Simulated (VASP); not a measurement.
Input:

```xyz
3
Lattice="1.9014 -3.2933 0.0000 1.9014 3.2933 0.0000 0.0000 0.0000 6.3846" Properties=species:S:1:pos:R:3 pbc="T T T"
Sn     0.0000     0.0000     0.0000
Se     1.9014     1.0978     1.5582
Se     1.9014    -1.0978     4.8263
```

The numbers are results of SCAN meta-GGA, VASP's PBE PAW potentials (set 64) (plane waves; VASP 6.6.1), not measurements. Settings: 520 eV cut-off, 7×7×4 Γ-centred mesh, Gaussian smearing of 0.050 eV, potentials Sn_d Se.

**Question.** The ions and cell shape at fixed volume are relaxed. Predict the relaxed structure.

**Answer.** 
```xyz
3
Lattice="1.9159 -3.3185 0.0000 1.9159 3.3185 0.0000 0.0000 0.0000 6.2879" Properties=species:S:1:pos:R:3 pbc="T T T"
Sn     1.9159     3.3185     6.2879
Se     1.9159     1.1062     1.5742
Se     1.9159    -1.1062     4.7138
```
Space group P-3m1 (164), at a tolerance of 0.03 Å.

**Question.** How much energy does the relaxation gain?

**Answer.** The energy (σ→0) changes by -3.4 meV/atom, in 5 ionic steps.

The compound is SnSe2 in the 1T layered structure. This cell is one point of a volume scan, at 0.97 of the reference volume. Symmetry was kept, so distortions that lower it aren't found.
